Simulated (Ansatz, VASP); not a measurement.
## One calculation of MnHg, two programs

```
Mn Hg
1.0
     3.31500    0.00000    0.00000
     0.00000    3.31500    0.00000
     0.00000    0.00000    3.31500
Mn Hg
1 1
Direct
  0.50000 0.50000 0.50000
  0.00000 0.00000 0.00000
```

Alike in both runs: task single point; functional PBE; k mesh 10 × 10 × 10; occupations fermi-dirac, width 0.1 eV; collinear spin.

```csv
,VASP,Ansatz
version,VASP 6.6.1,Ansatz 0.2.0
potentials or method,"VASP PAW PBE potentials, release 64 (Mn_pv, Hg)","PAW with Ansatz's default frozen-core files, scalar-relativistic"
plane-wave cutoff (eV),520,420
valence electrons in the cell,25,35
```

```tsv
	VASP	Ansatz	Ansatz less VASP
pressure (GPa)	0.7	0.2	-0.45
net moment per atom (μB)	1.95	1.94	-0.002
size of the moment on the site where the two differ most (μB)	3.80	3.86	+0.054
```

Site moments also hang on the region over which each program counts them. The two sets of potentials don't hold the same shells in valence.

The runs have no spin-orbit coupling, so splittings on Hg are missing.
